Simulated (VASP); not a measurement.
Output of a VASP run:

OSZICAR:
```
       N       E                     dE             d eps       ncg     rms          rms(c)
DAV:   1     0.710878381023E+02    0.71088E+02   -0.10032E+04  3830   0.158E+03
DAV:   2    -0.644845233461E+02   -0.13557E+03   -0.13193E+03  4327   0.392E+02
DAV:   3    -0.684837426839E+02   -0.39992E+01   -0.39555E+01  4698   0.624E+01
DAV:   4    -0.685221610617E+02   -0.38418E-01   -0.38403E-01  4137   0.641E+00
DAV:   5    -0.685224886681E+02   -0.32761E-03   -0.32757E-03  4562   0.607E-01    0.341E+01
DAV:   6    -0.610398324977E+02    0.74827E+01   -0.89173E+00  4237   0.375E+01    0.626E+00
DAV:   7    -0.612988013430E+02   -0.25897E+00   -0.40227E-01  3937   0.712E+00    0.501E+00
DAV:   8    -0.612450380385E+02    0.53763E-01   -0.20448E-01  3967   0.528E+00    0.105E+00
DAV:   9    -0.613725167588E+02   -0.12748E+00   -0.12411E-01  3932   0.347E+00    0.694E-01
DAV:  10    -0.613777868478E+02   -0.52701E-02   -0.43269E-03  4032   0.627E-01    0.461E-01
DAV:  11    -0.613780508818E+02   -0.26403E-03   -0.18560E-03  4412   0.326E-01    0.314E-01
DAV:  12    -0.613780865644E+02   -0.35683E-04   -0.21142E-03  4432   0.367E-01    0.104E-01
DAV:  13    -0.613781129211E+02   -0.26357E-04   -0.65415E-05  3962   0.873E-02    0.993E-02
DAV:  14    -0.613781839802E+02   -0.71059E-04   -0.57894E-05  4387   0.608E-02    0.302E-02
DAV:  15    -0.613782430303E+02   -0.59050E-04   -0.63476E-05  3922   0.742E-02    0.101E-02
DAV:  16    -0.613782432079E+02   -0.17757E-06   -0.13910E-06  3102   0.121E-02
   1 F= -.61378243E+02 E0= -.61378147E+02  d E =-.613782E+02
       N       E                     dE             d eps       ncg     rms          rms(c)
DAV:   1    -0.613783135958E+02   -0.70565E-04   -0.28410E-03  3822   0.678E-01    0.752E-02
DAV:   2    -0.613782485468E+02    0.65049E-04   -0.17111E-04  3992   0.147E-01    0.273E-02
DAV:   3    -0.613782397785E+02    0.87683E-05   -0.18692E-05  4117   0.458E-02    0.108E-02
DAV:   4    -0.613782337516E+02    0.60268E-05   -0.69617E-06  4242   0.261E-02    0.332E-03
DAV:   5    -0.613782376310E+02   -0.38794E-05   -0.11986E-06  2397   0.123E-02    0.248E-03
DAV:   6    -0.613782363984E+02    0.12326E-05   -0.30370E-07  1911   0.567E-03    0.949E-04
DAV:   7    -0.613782370805E+02   -0.68218E-06   -0.46897E-08  1911   0.261E-03
   2 F= -.61378237E+02 E0= -.61378143E+02  d E =0.612738E-05
       N       E                     dE             d eps       ncg     rms          rms(c)
DAV:   1    -0.613782762717E+02   -0.39873E-04   -0.10669E-03  3822   0.416E-01    0.438E-02
DAV:   2    -0.613782532549E+02    0.23017E-04   -0.61752E-05  3982   0.885E-02    0.162E-02
DAV:   3    -0.613782476525E+02    0.56025E-05   -0.71210E-06  4107   0.286E-02    0.593E-03
DAV:   4    -0.613782482499E+02   -0.59741E-06   -0.23678E-06  3600   0.148E-02
   3 F= -.61378248E+02 E0= -.61378153E+02  d E =-.504196E-05
```

**OUTCAR**
```
------------------------ aborting loop because EDIFF is reached ----------------------------------------
  FORCE on cell =-STRESS in cart. coord.  units (eV):
  Direction    XX          YY          ZZ          XY          YZ          ZX
  --------------------------------------------------------------------------------------
  Total        0.0076228      0.0076228      0.0044832     -0.0000000      0.0000000      0.0000000
  in kB        0.5857179      0.5857180      0.3444790     -0.0000000      0.0000000      0.0000000
  external PRESSURE =       0.5053049 kB  Pullay stress =       0.0000000 kB
  volume of cell :       20.85
      direct lattice vectors                 reciprocal lattice vectors
     2.912752660  0.000000000 -0.000000000     0.343317857  0.198214635 -0.000000000
    -1.456376330  2.522518080  0.000000000    -0.000000000  0.396429270 -0.000000000
     0.000000000  0.000000000  2.837912331     0.000000000 -0.000000000  0.352371703
 POSITION                                       TOTAL-FORCE (eV/Angst)
 -----------------------------------------------------------------------------------
     -1.45638      2.52252      0.00000         0.000000     -0.000000      0.000000
      1.45638      0.84084      1.41896        -0.000000      0.000000      0.000000
 -----------------------------------------------------------------------------------
    total drift:                               -0.000335      0.000194      0.000000
  FREE ENERGIE OF THE ION-ELECTRON SYSTEM (eV)
  ---------------------------------------------------
  free  energy   TOTEN  =       -61.3782482499 eV

  energy  without entropy=      -61.3779626046  energy(sigma->0) =      -61.37815303

 reached required accuracy - stopping structural energy minimisation
```
(Selected blocks of OUTCAR.)

File POSCAR:
```
WC
1
    2.9125556130     0.0000000000     0.0000000000
   -1.4562778065     2.5223474320    -0.0000000000
    0.0000000000     0.0000000000     2.8386743559
W C
1 1
Direct
  0.0000000000   0.0000000000   1.0000000000
  0.6666670000   0.3333330000   0.5000000000
```

**Question.** Reconstruct the remaining input files.

**Answer.** One answer among several that fit: the input of the run itself, r2SCAN+rVV10, plane waves, VASP's PBE PAW potentials (set 64).

### KPOINTS
```
Regular mesh
0
Gamma
  13 13 12
0 0 0
```

### INCAR
```
# general
SYSTEM   = WC
PREC     = Accurate
ENCUT    = 520
LREAL    = F
LASPH    = T

# electronic loop
EDIFF    = 1E-6
NELM     = 100
ALGO     = Normal
LMAXMIX  = 6
LMIXTAU  = T

# smearing
ISMEAR   = 1
SIGMA    = 0.1

# functional
METAGGA  = R2SCAN
LUSE_VDW = T
BPARAM   = 11.95
CPARAM   = 0.0093

# ions
IBRION   = 2
NSW      = 60
ISIF     = 3
EDIFFG   = -0.01

# output
LWAVE    = F
LCHARG   = F
```

POTCAR, in this order: W_sv C (PBE.64 set). Program: vasp_std.

The structure comes from a measured WC entry (P-6m2) of the Crystallography Open Database, whose conditions weren't checked. This run relaxes it. Symmetry was kept, so distortions that lower it aren't found. The start is the result of an earlier pass.
